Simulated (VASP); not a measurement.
Crystal: CuI (Marshite).

```xyz
2
Lattice="0.0000 3.0390 3.0390 3.0390 0.0000 3.0390 3.0390 3.0390 0.0000" Properties=species:S:1:pos:R:3 pbc="T T T"
Cu    1.5195    1.5195    1.5195
I     0.0000    0.0000    0.0000
```

| Quantity | Value |
| --- | --- |
| Program | VASP 6.6.1 |
| Task | relaxation of cell and atoms |
| Functional | LDA |
| Potentials or basis | VASP PAW LDA potentials, release 64 (Cu, I) |
| Cutoff | 600 eV |
| k mesh | 8 × 8 × 8 |
| Occupations | gaussian, width 0.02 eV |
| Spin | no spin polarisation |

At the start: pressure -4.5 GPa; volume 28.07 Å³/atom.

**Question.** How do energy, volume and symmetry change on relaxing?

**Answer.** Over 10 steps the energy falls by 45.1 meV/atom and the volume is 25.26 Å³/atom (-10.0 %); space group F-43m (No. 216, to 0.05 Å).

The path:
```tsv
step	energy change (eV)	largest force (eV/Å)	pressure (GPa)	volume (Å³)
1	0.0000	0.0000	-4.50	56.13
2	-0.0893	0.0000	0.54	49.97
3	-0.0902	0.0000	0.06	50.43
4	-0.0901	0.0000	-0.09	50.54
5	-0.0901	0.0000	-0.09	50.53
6	-0.0901	0.0000	-0.08	50.53
7	-0.0901	0.0000	-0.07	50.53
8	-0.0901	0.0000	-0.07	50.53
9	-0.0901	0.0000	-0.05	50.53
10	-0.0901	0.0000	-0.02	50.53
```

Final structure:
```
CELL_PARAMETERS angstrom
0.00000 2.93426 2.93426
2.93426 0.00000 2.93426
2.93426 2.93426 0.00000
ATOMIC_POSITIONS crystal
Cu 0.25000 0.25000 0.25000
I 0.00000 0.00000 0.00000
```
